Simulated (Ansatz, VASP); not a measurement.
# CeNi2As2: VASP beside Ansatz

Wanted: the spread between two codes on one cell, functional and k mesh. The cell is taken from a series of VASP runs on this material, whose earlier steps may have relaxed, scaled or displaced it; both programs get it as it stands.

Program: Ansatz 0.2.0. Level of theory: plane waves, with VASP 6.6.1 beside it; zone-centre phonons at PBEsol, DFT+U. Results are calculated unless marked as measured.

In doubt: a part-filled 4f shell, where there is one, can sit in one of many states, so energies may not be the lowest and differences between runs may mislead; derivatives with an open 4f shell can jump between states, which bears on forces and vibrations.

### 1. The starting structure

It takes space group I4/mmm (No. 139, tetragonal). Conventional cell: a = 4.050 Å, b = 4.050 Å, c = 9.887 Å, α = 90.00°, β = 90.00°, γ = 90.00°. Nearest to Ce lie 10 As at 3.16 to 3.61 Å and 8 Ni at 3.20 Å. Nearest to Ni lie 4 As at 2.32 Å and 4 Ni at 2.86 Å and 4 Ce at 3.20 Å. Nearest to As lie 4 Ni at 2.32 Å and 5 As at 2.66 to 3.66 Å and 5 Ce at 3.16 to 3.61 Å. Farther neighbours are not listed.

Coordinates:

```xyz
5
Lattice="-2.0249 2.0249 4.9434 2.0249 -2.0249 4.9434 2.0249 2.0249 -4.9434" Properties=species:S:1:pos:R:3 pbc="T T T"
Ce    0.0000    0.0000    0.0000
Ni    2.0249    0.0000    2.4717
Ni    0.0000    2.0249    2.4717
As    0.0000    0.0000    6.2731
As    0.0000    0.0000    3.6136
```

### 2. VASP: zone-centre phonons, PBEsol, DFT+U

Second derivatives magnify differences that forces hide, and they need a tight electronic threshold.

Lines of VASP's logs that name or quote its potential files are left out, and so is its time.

INCAR

```
SYSTEM = CeNi2As2
PREC = Accurate
ENCUT = 400
EDIFF = 1E-08
NELM = 150
ISMEAR = 1
SIGMA = 0.2
LREAL = .FALSE.
ALGO = Normal
GGA = PS
NBANDS = 29
ISPIN = 2
MAGMOM = 0.976 -0.001 -0.001 -0.006 -0.006
LDAU = .TRUE.
LDAUTYPE = 2
LDAUL = 3 2 -1
LDAUU = 5 3 0
LDAUJ = 0 0 0
LDAUPRINT = 1
LASPH = .TRUE.
LMAXMIX = 6
AMIX = 0.2
BMIX = 1E-04
AMIX_MAG = 0.8
BMIX_MAG = 1E-04
LORBIT = 11
LWAVE = .FALSE.
LCHARG = .FALSE.
KPAR = 4
IBRION = 6
NFREE = 2
POTIM = 0.015
ISIF = 2
NSW = 1
```

POSCAR

```
CeNi2As2
1.0
   -2.0248579945      2.0248579945      4.9433557279
    2.0248579945     -2.0248579945      4.9433557279
    2.0248579945      2.0248579945     -4.9433557279
Ce Ni As
1 2 2
Direct
    0.0000000000      0.0000000000      0.0000000000
    0.2500000000      0.7500000000      0.5000000000
    0.7500000000      0.2500000000      0.5000000000
    0.6344975055      0.6344975055      0.0000000000
    0.3655024945      0.3655024945      0.0000000000
```

KPOINTS

```
Automatic mesh
0
Gamma
10 10 10
0 0 0
```

Potentials, in the order of the species: Ce, Ni and As (PBE family, release 64).

Run with:

```sh
mpirun -np 4 vasp_std
```

Numbers of over 12 decimals in the logs are rounded to 6 here.

Output:

```text
[banner, memory and clock lines left out]
running    4 mpi-ranks, on    1 nodes
 distrk:  each k-point on    1 cores,    4 groups
 distr:  one band on    1 cores,    1 groups

 POSCAR found type information on POSCAR CeNiAs
 POSCAR found :  3 types and       5 ions
|                                                                             |
|               ----> ADVICE to this user running VASP <----                  |
|                                                                             |
|     You enforced a specific xc type in the INCAR file but a different       |
|     [... a line on the potential file left out ...]
|     I HOPE YOU KNOW WHAT YOU ARE DOING!                                     |
|                                                                             |

 LDA part: xc-table for (Slater+PW92), standard interpolation
 POSCAR, INCAR and KPOINTS ok, starting setup
 FFT: planning ... GRIDC
 FFT: planning ... GRID_SOFT
 FFT: planning ... GRID
 WAVECAR not read
 entering main loop
       N       E                     dE             d eps       ncg     rms          rms(c)
DAV:   1     0.307720090542E+03    0.30772E+03   -0.14778E+04 11840   0.143E+03
DAV:   2     0.156229667188E+02   -0.29210E+03   -0.27213E+03 13113   0.301E+02
DAV:   3    -0.281607755062E+02   -0.43784E+02   -0.42030E+02 15240   0.132E+02
DAV:   4    -0.300544430594E+02   -0.18937E+01   -0.18701E+01 18052   0.285E+01
DAV:   5    -0.301800603845E+02   -0.12562E+00   -0.12547E+00 21615   0.584E+00    0.163E+01
DAV:   6    -0.277742620039E+02    0.24058E+01   -0.11447E+01 17765   0.378E+01    0.868E+00
DAV:   7    -0.284342004026E+02   -0.65994E+00   -0.88369E+00 19981   0.206E+01    0.150E+01
DAV:   8    -0.276825263160E+02    0.75167E+00   -0.31997E+00 20338   0.204E+01    0.556E+00
DAV:   9    -0.277264145847E+02   -0.43888E-01   -0.13630E+00 19442   0.110E+01    0.475E+00
DAV:  10    -0.281674061623E+02   -0.44099E+00   -0.11769E+00 17830   0.414E+00    0.673E+00
DAV:  11    -0.279946015570E+02    0.17280E+00   -0.59107E-02 20183   0.203E+00    0.711E+00
DAV:  12    -0.286047177920E+02   -0.61012E+00   -0.47076E-01 20391   0.518E+00    0.511E+00
DAV:  13    -0.287062402915E+02   -0.10152E+00   -0.79607E-02 18280   0.228E+00    0.411E+00
DAV:  14    -0.288741451943E+02   -0.16790E+00   -0.33903E-01 18099   0.540E+00    0.200E+00
[...]
DAV:  24    -0.287709722237E+02   -0.12637E-04   -0.19507E-05 22096   0.348E-02    0.313E-02
DAV:  25    -0.287709555987E+02    0.16625E-04   -0.14465E-05 18562   0.333E-02    0.243E-02
DAV:  26    -0.287709394831E+02    0.16116E-04   -0.26272E-05 17630   0.400E-02    0.130E-02
DAV:  27    -0.287709371089E+02    0.23741E-05   -0.35608E-06 21651   0.105E-02    0.100E-02
DAV:  28    -0.287709359818E+02    0.11271E-05   -0.35080E-06 18324   0.161E-02    0.651E-03
DAV:  29    -0.287709360305E+02   -0.48716E-07   -0.57389E-06 19284   0.196E-02    0.159E-03
DAV:  30    -0.287709360504E+02   -0.19834E-07   -0.10119E-06 21334   0.515E-03    0.102E-03
DAV:  31    -0.287709360597E+02   -0.93355E-08   -0.86970E-08 15931   0.210E-03
   1 F= -.28770936E+02 E0= -.28770597E+02  d E =-.101570E-02  mag=     0.9952
[...]
11 F= -.28769884E+02 E0= -.28769549E+02  d E =-.100764E-02  mag=     0.9953
[...]
12 F= -.28770137E+02 E0= -.28769713E+02  d E =-.127405E-02  mag=     0.9948
 Finite differences progress:
  Degree of freedom:   6/  6
  Displacement:        1/  2
  Total:              11/ 12
 bond charge predicted
       N       E                     dE             d eps       ncg     rms          rms(c)
DAV:   1    -0.287674240036E+02    0.27132E-02   -0.41171E-01 11932   0.250E+00    0.209E-01
DAV:   2    -0.287697753735E+02   -0.23514E-02   -0.24507E-02 16651   0.989E-01    0.183E-01
DAV:   3    -0.287697846928E+02   -0.93193E-05   -0.57601E-04 17689   0.147E-01    0.144E-01
DAV:   4    -0.287697429769E+02    0.41716E-04   -0.25507E-04 15454   0.134E-01    0.467E-02
DAV:   5    -0.287697430072E+02   -0.30253E-07   -0.60647E-05 20072   0.783E-02    0.227E-02
DAV:   6    -0.287697402234E+02    0.27838E-05   -0.11486E-05 20185   0.294E-02    0.121E-02
DAV:   7    -0.287697376930E+02    0.25303E-05   -0.11389E-05 15530   0.235E-02    0.346E-03
DAV:   8    -0.287697376085E+02    0.84551E-07   -0.19437E-06 16837   0.104E-02    0.166E-03
DAV:   9    -0.287697375957E+02    0.12760E-07   -0.41226E-07 17006   0.406E-03    0.883E-04
DAV:  10    -0.287697375854E+02    0.10330E-07   -0.10762E-07 19367   0.230E-03    0.576E-04
DAV:  11    -0.287697375882E+02   -0.27694E-08   -0.83688E-09  8180   0.703E-04
  13 F= -.28769738E+02 E0= -.28769494E+02  d E =-.731532E-03  mag=     0.9955
 Finite differences progress:
  Degree of freedom:   6/  6
  Displacement:        2/  2
  Total:              12/ 12
```

OUTCAR, selected parts (step 2):

```text
ion  position               nearest neighbor table
   1  0.000  0.000  0.000-
   2  0.250  0.750  0.500-   5 2.32   4 2.32   5 2.32   4 2.32   3 2.86   3 2.86   3 2.86   3 2.86

  LATTYP: Found a body centered tetragonal cell.
 ALAT       =     4.0497159890
 C/A-ratio  =     2.4413345239

 Subroutine GETGRP returns: Found 16 space group operations
 (whereof 16 operations were pure point group operations)

The static configuration has the point symmetry D_4h.

 Found    102 irreducible k-points:

   k-points           NKPTS =    102   k-points in BZ     NKDIM =    102   number of bands    NBANDS=     29

   dimension x,y,z NGX =    40 NGY =   40 NGZ =   40
   dimension x,y,z NGXF=    80 NGYF=   80 NGZF=   80

   ENCUT  =  400.0 eV  29.40 Ry    5.42 a.u.   9.32  9.32  9.32*2*pi/ulx,y,z

   NELECT =      42.0000    total number of electrons

 k-points in reciprocal lattice and weights: Automatic mesh
   0.00000000  0.00000000  0.00000000       0.001
   0.10000000  0.00000000 -0.00000000       0.008
   0.20000000  0.00000000 -0.00000000       0.008
   0.30000000  0.00000000 -0.00000000       0.008
   0.40000000  0.00000000 -0.00000000       0.008
   0.50000000  0.00000000  0.00000000       0.004
   0.10000000  0.10000000 -0.00000000       0.008
   0.20000000  0.10000000 -0.00000000       0.016
   0.30000000  0.10000000 -0.00000000       0.016
[...]
-----------------------------------------------------------------------------------
    total drift:                                0.000000      0.000000      0.000102

  FREE ENERGIE OF THE ION-ELECTRON SYSTEM (eV)
  ---------------------------------------------------
  free  energy   TOTEN  =       -28.7697375882 eV

  energy  without entropy=      -28.7690060558  energy(sigma->0) =      -28.76949374

 Eigenvectors and eigenvalues of the dynamical matrix
 ----------------------------------------------------

   1 f  =    7.562011 THz    47.513514 2PiTHz  252.241524 cm-1    31.273949 meV
             X         Y         Z           dx          dy          dz
      0.000000  0.000000  0.000000     0.000000    0.000000   -0.000000
      2.024858 -0.000000  2.471678    -0.217651   -0.418798    0.000000
     -0.000000  2.024858  2.471678     0.217651    0.418798    0.000000
      0.000000  0.000000  6.273094    -0.242808    0.467205   -0.000000
      0.000000  0.000000  3.613618     0.242808   -0.467205   -0.000000

   2 f  =    7.562011 THz    47.513514 2PiTHz  252.241524 cm-1    31.273949 meV
             X         Y         Z           dx          dy          dz
      0.000000  0.000000  0.000000     0.000000   -0.000000   -0.000000
      2.024858 -0.000000  2.471678    -0.418798    0.217651   -0.000000
     -0.000000  2.024858  2.471678     0.418798   -0.217651   -0.000000
      0.000000  0.000000  6.273094    -0.467205   -0.242808    0.000000
      0.000000  0.000000  3.613618     0.467205    0.242808    0.000000

   3 f  =    7.162094 THz    45.000763 2PiTHz  238.901734 cm-1    29.620027 meV
             X         Y         Z           dx          dy          dz
      0.000000  0.000000  0.000000    -0.111330   -0.023766   -0.000000
      2.024858 -0.000000  2.471678    -0.474829   -0.101363   -0.000000
     -0.000000  2.024858  2.471678    -0.474829   -0.101363    0.000000
      0.000000  0.000000  6.273094     0.496536    0.105997    0.000000
      0.000000  0.000000  3.613618     0.496536    0.105997   -0.000000

   4 f  =    7.162094 THz    45.000763 2PiTHz  238.901734 cm-1    29.620027 meV
             X         Y         Z           dx          dy          dz
      0.000000  0.000000  0.000000    -0.023766    0.111330   -0.000000
      2.024858 -0.000000  2.471678    -0.101363    0.474829    0.000000
     -0.000000  2.024858  2.471678    -0.101363    0.474829    0.000000
      0.000000  0.000000  6.273094     0.105997   -0.496536   -0.000000
      0.000000  0.000000  3.613618     0.105997   -0.496536   -0.000000

   5 f  =    6.431792 THz    40.412144 2PiTHz  214.541502 cm-1    26.599744 meV
             X         Y         Z           dx          dy          dz
      0.000000  0.000000  0.000000    -0.000000   -0.000000   -0.000000
      2.024858 -0.000000  2.471678    -0.000000   -0.000000    0.000000
     -0.000000  2.024858  2.471678     0.000000   -0.000000    0.000000
      0.000000  0.000000  6.273094     0.000000    0.000000   -0.707107
      0.000000  0.000000  3.613618     0.000000    0.000000    0.707107

   6 f  =    6.058371 THz    38.065867 2PiTHz  202.085498 cm-1    25.055397 meV
             X         Y         Z           dx          dy          dz
      0.000000  0.000000  0.000000    -0.000000   -0.000000   -0.179152
      2.024858 -0.000000  2.471678     0.000000   -0.000000    0.576761
     -0.000000  2.024858  2.471678     0.000000   -0.000000    0.576761
      0.000000  0.000000  6.273094     0.000000    0.000000   -0.388971
      0.000000  0.000000  3.613618     0.000000    0.000000   -0.388971

   7 f  =    4.340405 THz    27.271566 2PiTHz  144.780313 cm-1    17.950463 meV
             X         Y         Z           dx          dy          dz
      0.000000  0.000000  0.000000     0.000000    0.000000    0.000000
      2.024858 -0.000000  2.471678    -0.000000   -0.000000   -0.707107
     -0.000000  2.024858  2.471678    -0.000000   -0.000000    0.707107
      0.000000  0.000000  6.273094    -0.000000   -0.000000   -0.000000
      0.000000  0.000000  3.613618     0.000000   -0.000000   -0.000000

   8 f  =    4.064589 THz    25.538566 2PiTHz  135.580096 cm-1    16.809782 meV
             X         Y         Z           dx          dy          dz
      0.000000  0.000000  0.000000    -0.000000    0.000000   -0.790809
      2.024858 -0.000000  2.471678     0.000000   -0.000000    0.150774
     -0.000000  2.024858  2.471678     0.000000   -0.000000    0.150774
      0.000000  0.000000  6.273094     0.000000   -0.000000    0.405682
      0.000000  0.000000  3.613618     0.000000   -0.000000    0.405682

   9 f  =    3.955569 THz    24.853571 2PiTHz  131.943569 cm-1    16.358910 meV
             X         Y         Z           dx          dy          dz
      0.000000  0.000000  0.000000     0.634845   -0.490330   -0.000000
      2.024858 -0.000000  2.471678    -0.274178    0.211765    0.000000
     -0.000000  2.024858  2.471678    -0.274178    0.211765    0.000000
      0.000000  0.000000  6.273094    -0.191021    0.147538    0.000000
      0.000000  0.000000  3.613618    -0.191021    0.147538    0.000000

  10 f  =    3.955569 THz    24.853571 2PiTHz  131.943569 cm-1    16.358910 meV
             X         Y         Z           dx          dy          dz
      0.000000  0.000000  0.000000     0.490330    0.634845    0.000000
      2.024858 -0.000000  2.471678    -0.211765   -0.274178    0.000000
     -0.000000  2.024858  2.471678    -0.211765   -0.274178   -0.000000
      0.000000  0.000000  6.273094    -0.147538   -0.191021   -0.000000
      0.000000  0.000000  3.613618    -0.147538   -0.191021    0.000000

  11 f  =    1.570982 THz     9.870769 2PiTHz   52.402310 cm-1     6.497055 meV
             X         Y         Z           dx          dy          dz
      0.000000  0.000000  0.000000    -0.000000   -0.000000   -0.000000
      2.024858 -0.000000  2.471678     0.523511    0.056325   -0.000000
     -0.000000  2.024858  2.471678    -0.523511   -0.056325   -0.000000
      0.000000  0.000000  6.273094    -0.469271    0.050490   -0.000000
      0.000000  0.000000  3.613618     0.469271   -0.050490   -0.000000

  12 f  =    1.570982 THz     9.870769 2PiTHz   52.402310 cm-1     6.497055 meV
             X         Y         Z           dx          dy          dz
      0.000000  0.000000  0.000000    -0.000000    0.000000   -0.000000
      2.024858 -0.000000  2.471678     0.056325   -0.523511    0.000000
     -0.000000  2.024858  2.471678    -0.056325    0.523511   -0.000000
      0.000000  0.000000  6.273094    -0.050490   -0.469271    0.000000
      0.000000  0.000000  3.613618     0.050490    0.469271   -0.000000

  13 f/i=    0.001968 THz     0.012368 2PiTHz    0.065661 cm-1     0.008141 meV
             X         Y         Z           dx          dy          dz
      0.000000  0.000000  0.000000    -0.011190    0.586058    0.000000
      2.024858 -0.000000  2.471678    -0.007251    0.379727    0.000000
     -0.000000  2.024858  2.471678    -0.007251    0.379727    0.000000
      0.000000  0.000000  6.273094    -0.008188    0.428827    0.000000
      0.000000  0.000000  3.613618    -0.008188    0.428827    0.000000

  14 f/i=    0.001968 THz     0.012368 2PiTHz    0.065661 cm-1     0.008141 meV
             X         Y         Z           dx          dy          dz
      0.000000  0.000000  0.000000    -0.586058   -0.011190    0.000000
      2.024858 -0.000000  2.471678    -0.379727   -0.007251    0.000000
     -0.000000  2.024858  2.471678    -0.379727   -0.007251    0.000000
      0.000000  0.000000  6.273094    -0.428827   -0.008188    0.000000
      0.000000  0.000000  3.613618    -0.428827   -0.008188    0.000000

  15 f/i=    0.007611 THz     0.047821 2PiTHz    0.253876 cm-1     0.031477 meV
             X         Y         Z           dx          dy          dz
      0.000000  0.000000  0.000000     0.000000   -0.000000    0.585257
      2.024858 -0.000000  2.471678     0.000000   -0.000000    0.380281
     -0.000000  2.024858  2.471678     0.000000   -0.000000    0.380281
      0.000000  0.000000  6.273094     0.000000   -0.000000    0.429096
      0.000000  0.000000  3.613618     0.000000   -0.000000    0.429096

 ELASTIC MODULI CONTR FROM IONIC RELAXATION (kBar)
 Direction    XX          YY          ZZ          XY          YZ          ZX
 --------------------------------------------------------------------------------
 XX        -253.3195    -42.4810    -51.5120      0.0000     -0.0000     -0.0000
 YY         -42.4810   -253.3195    -51.5120      0.0000      0.0000      0.0000
 ZZ         -51.5120    -51.5120    -17.9411      0.0000     -0.0000      0.0000
 XY           0.0000      0.0000      0.0000      0.0000      0.0000      0.0000
 YZ          -0.0000      0.0000     -0.0000      0.0000   -223.5794     -0.0000
 ZX          -0.0000      0.0000      0.0000      0.0000     -0.0000   -223.6528
 --------------------------------------------------------------------------------

 total charge
# of ion       s       p       d       f       tot
--------------------------------------------------
    1        2.001   5.700   0.863   1.050   9.613
    2        0.438   0.508   8.664   0.000   9.610
    3        0.438   0.508   8.664   0.000   9.610
    4        1.201   1.543   0.094   0.000   2.838
    5        1.201   1.543   0.094   0.000   2.838
--------------------------------------------------
tot          5.280   9.801  18.379   1.050  34.510

 magnetization (x)
# of ion       s       p       d       f       tot
--------------------------------------------------
    1       -0.002  -0.003   0.021   0.960   0.975
    2       -0.001  -0.001   0.001   0.000  -0.001
    3       -0.001  -0.001   0.001   0.000  -0.001
    4       -0.002  -0.005   0.001   0.000  -0.006
    5       -0.002  -0.005   0.001   0.000  -0.006
--------------------------------------------------
tot         -0.009  -0.014   0.024   0.960   0.960
```

CONTCAR:

```
CeNi2As2
   1.00000000000000
    -2.0248579945000000    2.0248579945000000    4.9433557279000002
     2.0248579945000000   -2.0248579945000000    4.9433557279000002
     2.0248579945000000    2.0248579945000000   -4.9433557279000002
  Ce              Ni              As
     1     2     2
Direct
     0.0000000000000000    0.0000000000000000    0.0000000000000000
     0.2500000000000000    0.7500000000000000    0.5000000000000000
     0.7500000000000000    0.2500000000000000    0.5000000000000000
     0.6329803174979983    0.6329803174979983    0.0000000000000000
     0.3655024944999994    0.3655024944999994    0.0000000000000000
```

The cell holds one magnetic atom, so no antiferromagnetic order fits into it. The last energy, forces, stress and levels in OUTCAR belong to the last displaced cell, not to the cell of POSCAR. DFT+U on an f shell has many metastable occupations, and no search among them was made. A U on the itinerant d states of such a compound is hard to justify; it moves the bands at the Fermi level.

[end of part 1 of 2]

[Lines on the potential files, build, host, timing and source positions are cut from VASP's logs without a mark.]

[Logs are printed without paths, hosts, clocks, repeated set-up lines and the standing remarks that a program may print on its own settings, such as how far it seeks lower states.]

[Hosts, paths, dates, database ids (printed as entryN), source tags and the programs' standing remarks are cut or masked in the printed files.]
